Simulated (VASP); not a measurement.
Output of a VASP run:

File OSZICAR:
```
       N       E                     dE             d eps       ncg     rms          rms(c)
DAV:   1     0.385058412461E+02    0.38506E+02   -0.82955E+03  7546   0.128E+03
DAV:   2    -0.224564299916E+02   -0.60962E+02   -0.57653E+02  9966   0.254E+02
DAV:   3    -0.246675469047E+02   -0.22111E+01   -0.21880E+01  9681   0.420E+01
DAV:   4    -0.246863278097E+02   -0.18781E-01   -0.18711E-01  8953   0.389E+00
DAV:   5    -0.246866425637E+02   -0.31475E-03   -0.31369E-03  9930   0.356E-01    0.498E+01
DAV:   6    -0.221950465084E+02    0.24916E+01   -0.24311E+01  8783   0.345E+01    0.384E+01
DAV:   7    -0.217183776199E+02    0.47667E+00   -0.37441E+00  8689   0.143E+01    0.210E+01
DAV:   8    -0.216705959653E+02    0.47782E-01   -0.36796E-01  9140   0.503E+00    0.305E+00
DAV:   9    -0.216645307040E+02    0.60653E-02   -0.20049E-02  8563   0.156E+00    0.180E+00
DAV:  10    -0.216643536499E+02    0.17705E-03   -0.22368E-03  9365   0.381E-01    0.499E-02
DAV:  11    -0.216643457559E+02    0.78940E-05   -0.12871E-04  9198   0.110E-01    0.844E-02
DAV:  12    -0.216643447808E+02    0.97511E-06   -0.68861E-06  9205   0.254E-02
   1 F= -.21664345E+02 E0= -.21664309E+02  d E =-.108155E-03
```

OUTCAR:
```
------------------------ aborting loop because EDIFF is reached ----------------------------------------
  FORCE on cell =-STRESS in cart. coord.  units (eV):
  Direction    XX          YY          ZZ          XY          YZ          ZX
  --------------------------------------------------------------------------------------
  Total        1.2255062     -1.2036842      1.6756423      0.0000000      0.0000000      0.0000000
  in kB       84.7625782    -83.2532564    115.8964098      0.0000000      0.0000000      0.0000000
  external PRESSURE =      39.1352438 kB  Pullay stress =       0.0000000 kB
  volume of cell :       23.16
      direct lattice vectors                 reciprocal lattice vectors
     0.000000000  2.316908000  2.220996000    -0.222144028  0.215804857  0.225124224
     2.250792000  0.000000000  2.220996000     0.222144028 -0.215804857  0.225124224
     2.250792000  2.316908000  0.000000000     0.222144028  0.215804857 -0.225124224
 POSITION                                       TOTAL-FORCE (eV/Angst)
 -----------------------------------------------------------------------------------
      0.00000      0.00000      0.00000         1.198971      0.000000      0.000000
      2.34858      2.31691      2.22100        -1.198971      0.000000      0.000000
 -----------------------------------------------------------------------------------
    total drift:                                0.000064      0.000000      0.000000
  FREE ENERGIE OF THE ION-ELECTRON SYSTEM (eV)
  ---------------------------------------------------
  free  energy   TOTEN  =       -21.6643447808 eV

  energy  without entropy=      -21.6642366257  energy(sigma->0) =      -21.66430873
```
(Selected blocks of OUTCAR.)

File POSCAR:
```
HfN
1
    0.0000000000     2.3169080000     2.2209960000
    2.2507920000     0.0000000000     2.2209960000
    2.2507920000     2.3169080000     0.0000000000
Hf N
1 1
Direct
  0.0000000000   0.0000000000   0.0000000000
  0.4782770000   0.5217230000   0.5217230000
```

Write an INCAR and KPOINTS that could have produced this output.

One answer among several that fit: the input of the run itself, PBE GGA, plane waves, VASP's PBE PAW potentials (set 64).

**KPOINTS**
```
Automatic mesh
0
Gamma
13 13 13
0 0 0
```

### INCAR
```
# general
SYSTEM   =  HfN
PREC     =  Accurate
ENCUT    =  520
LREAL    =  .FALSE.
LASPH    =  .TRUE.

# electronic loop
EDIFF    =  1E-6
NELM     =  100
ALGO     =  Normal
IMIX     =  4
AMIX     =  1.0
BMIX     =  3.0
LMAXMIX  =  6

# smearing
ISMEAR   =  1
SIGMA    =  0.1

# functional
GGA      =  PE

# ions
ISIF     =  2

# output
LWAVE    =  .FALSE.
LCHARG   =  .FALSE.
```

POTCAR, in this order: Hf_pv N (PBE.64 set). Program: vasp_std.

The compound is HfN in the rock salt structure. The cell was not relaxed at this level, atoms are displaced from their ideal sites. The run is one of a series of settings (AMIX = 1.0, BMIX = 3.0, IMIX = 4 against the base run), some of them coarse on purpose. The electron count is odd and the run is not spin-polarised, which forces a metal.
